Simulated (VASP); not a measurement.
These are PBEsol GGA, VASP's PBE PAW potentials (set 64) (plane waves; VASP 6.6.1) values and carry that method's errors.

A VASP calculation is set up with these files.

### INCAR
```
SYSTEM = PdIn
PREC = Accurate; ENCUT = 520; LREAL = F
LASPH = T
EDIFF = 1E-7; NELM = 100; ALGO = Normal
LMAXMIX = 4
ISMEAR = -5
GGA = PS
ISIF = 2
LWAVE = F; LCHARG = T; LORBIT = 11
NEDOS = 601
```

File POSCAR:
```
PdIn
1
    3.2500000000     0.0000000000     0.0000000000
    0.0000000000     3.2500000000     0.0000000000
    0.0000000000     0.0000000000     3.2500000000
In Pd
1 1
Direct
  0.5000000000   0.5000000000   0.5000000000
  0.0000000000   0.0000000000   0.0000000000
```

KPOINTS:
```
kpoints
0
Gamma
 13 13 13
```

POTCAR, in this order: In_d Pd (PBE.64 set). Program: vasp_std.

Output of the run:

**OUTCAR**
```
 ion  position               nearest neighbor table
   1  0.500  0.500  0.500-   2 2.81   2 2.81   2 2.81   2 2.81   2 2.81   2 2.81   2 2.81   2 2.81
  LATTYP: Found a simple cubic cell.
 ALAT       =     3.2500000000
 Subroutine PRICEL returns:
 Original cell was already a primitive cell.
 Subroutine GETGRP returns: Found 48 space group operations
The static configuration has the point symmetry O_h .
The dynamic configuration has the point symmetry O_h .
 Subroutine INISYM returns: Found 48 space group operations
 Subroutine IBZKPT returns following result:
 Found     84 irreducible k-points:

 Following reciprocal coordinates:
            Coordinates               Weight
  0.000000  0.000000  0.000000      1.000000
  0.076923  0.000000  0.000000      6.000000
  0.153846  0.000000  0.000000      6.000000
  0.230769  0.000000  0.000000      6.000000
  0.307692  0.000000  0.000000      6.000000
  0.384615  0.000000  0.000000      6.000000
  0.461538  0.000000  0.000000      6.000000
  0.076923  0.076923  0.000000     12.000000
  0.153846  0.076923  0.000000     24.000000
  0.230769  0.076923  0.000000     24.000000
  0.307692  0.076923  0.000000     24.000000
  0.384615  0.076923  0.000000     24.000000
  0.461538  0.076923  0.000000     24.000000
  0.153846  0.153846  0.000000     12.000000
  0.230769  0.153846  0.000000     24.000000
  0.307692  0.153846  0.000000     24.000000
  0.384615  0.153846  0.000000     24.000000
  0.461538  0.153846  0.000000     24.000000
  0.230769  0.230769  0.000000     12.000000
  0.307692  0.230769  0.000000     24.000000
  0.384615  0.230769  0.000000     24.000000
  0.461538  0.230769  0.000000     24.000000
  0.307692  0.307692  0.000000     12.000000
  0.384615  0.307692  0.000000     24.000000
  0.461538  0.307692  0.000000     24.000000
  0.384615  0.384615  0.000000     12.000000
  0.461538  0.384615  0.000000     24.000000
  0.461538  0.461538  0.000000     12.000000
  0.076923  0.076923  0.076923      8.000000
  0.153846  0.076923  0.076923     24.000000
  0.230769  0.076923  0.076923     24.000000
  0.307692  0.076923  0.076923     24.000000
  0.384615  0.076923  0.076923     24.000000
  0.461538  0.076923  0.076923     24.000000
  0.153846  0.153846  0.076923     24.000000
  0.230769  0.153846  0.076923     48.000000
  0.307692  0.153846  0.076923     48.000000
  0.384615  0.153846  0.076923     48.000000
  0.461538  0.153846  0.076923     48.000000
  0.230769  0.230769  0.076923     24.000000
   k-points           NKPTS =     84   k-points in BZ     NKDIM =     84   number of bands    NBANDS=     15
   number of dos      NEDOS =    601   number of ions     NIONS =      2
   total plane-waves  NPLWV =  13824
   dimension x,y,z NGX =    24 NGY =   24 NGZ =   24
   dimension x,y,z NGXF=    48 NGYF=   48 NGZF=   48
   ions per type =               1   1
   PREC   = accura    normal or accurate (medium, high low for compatibility)
   ISTART =      0    job   : 0-new  1-cont  2-samecut
   ICHARG =      2    charge: 1-file 2-atom 10-const
   ISPIN  =      1    spin polarized calculation?
   LNONCOLLINEAR =      F non collinear calculations
   LSORBIT =      F    spin-orbit coupling
   INIWAV =      1    electr: 0-lowe 1-rand  2-diag
   ENCUT  =  520.0 eV  38.22 Ry    6.18 a.u.   6.04  6.04  6.04*2*pi/ulx,y,z
   NELM   =    100;   NELMIN=  2; NELMDL= -5     # of ELM steps
   EDIFF  = 0.1E-06   stopping-criterion for ELM
   LREAL  =      F    real-space projection
   NLSPLINE    = F    spline interpolate recip. space projectors
   LMAXMIX     =    4 max onsite mixed and CHGCAR
   VOSKOWN=      0    Vosko Wilk Nusair interpolation
...
```

**OSZICAR**
```
       N       E                     dE             d eps       ncg     rms          rms(c)
DAV:   1     0.161427028817E+03    0.16143E+03   -0.11497E+04  2578   0.200E+03
DAV:   2    -0.225456342808E+01   -0.16368E+03   -0.15980E+03  2597   0.418E+02
DAV:   3    -0.101643617745E+02   -0.79098E+01   -0.78662E+01  3157   0.966E+01
DAV:   4    -0.102982434889E+02   -0.13388E+00   -0.13390E+00  3059   0.119E+01
DAV:   5    -0.103043032270E+02   -0.60597E-02   -0.60599E-02  3740   0.233E+00    0.720E+00
DAV:   6    -0.100586574564E+02    0.24565E+00   -0.80965E-01  2814   0.122E+01    0.313E+00
DAV:   7    -0.100141105565E+02    0.44547E-01   -0.10359E-01  3594   0.618E+00    0.168E+00
DAV:   8    -0.100026549182E+02    0.11456E-01   -0.27665E-02  3248   0.187E+00    0.439E-01
DAV:   9    -0.100014787144E+02    0.11762E-02   -0.22346E-03  3220   0.870E-01    0.650E-02
DAV:  10    -0.100014615364E+02    0.17178E-04   -0.59587E-05  3637   0.121E-01    0.222E-02
DAV:  11    -0.100014628306E+02   -0.12942E-05   -0.45903E-06  2924   0.230E-02    0.375E-03
DAV:  12    -0.100014629207E+02   -0.90102E-07   -0.44894E-07  3122   0.686E-03
   1 F= -.10001463E+02 E0= -.10001463E+02  d E =0.000000E+00
```

File OUTCAR:
```
------------------------ aborting loop because EDIFF is reached ----------------------------------------
  FORCE on cell =-STRESS in cart. coord.  units (eV):
  Direction    XX          YY          ZZ          XY          YZ          ZX
  --------------------------------------------------------------------------------------
  Total       -0.0547483     -0.0547483     -0.0547483     -0.0000000     -0.0000000      0.0000000
  in kB       -2.5552351     -2.5552351     -2.5552351     -0.0000000     -0.0000000      0.0000000
  external PRESSURE =      -2.5552351 kB  Pullay stress =       0.0000000 kB
  volume of cell :       34.33
      direct lattice vectors                 reciprocal lattice vectors
     3.250000000  0.000000000  0.000000000     0.307692308  0.000000000  0.000000000
     0.000000000  3.250000000  0.000000000     0.000000000  0.307692308  0.000000000
     0.000000000  0.000000000  3.250000000     0.000000000  0.000000000  0.307692308
 POSITION                                       TOTAL-FORCE (eV/Angst)
 -----------------------------------------------------------------------------------
      1.62500      1.62500      1.62500         0.000000      0.000000      0.000000
      0.00000      0.00000      0.00000         0.000000      0.000000      0.000000
 -----------------------------------------------------------------------------------
    total drift:                                0.000000      0.000000     -0.000000
  FREE ENERGIE OF THE ION-ELECTRON SYSTEM (eV)
  ---------------------------------------------------
  free  energy   TOTEN  =       -10.0014629207 eV

  energy  without entropy=      -10.0014629207  energy(sigma->0) =      -10.00146292

 total charge

# of ion       s       p       d       tot
------------------------------------------
    1        0.803   0.763   9.906  11.471
    2        0.425   0.438   8.652   9.514
--------------------------------------------------
tot          1.228   1.201  18.557  20.986
```
(Selected blocks of OUTCAR.)

For a metal the tetrahedron method with Blöchl corrections gives inexact stress and forces.

The compound is PdIn in the CsCl type structure. The cell was not relaxed at this level. The electron count is odd and the run is not spin-polarised, which forces a metal.
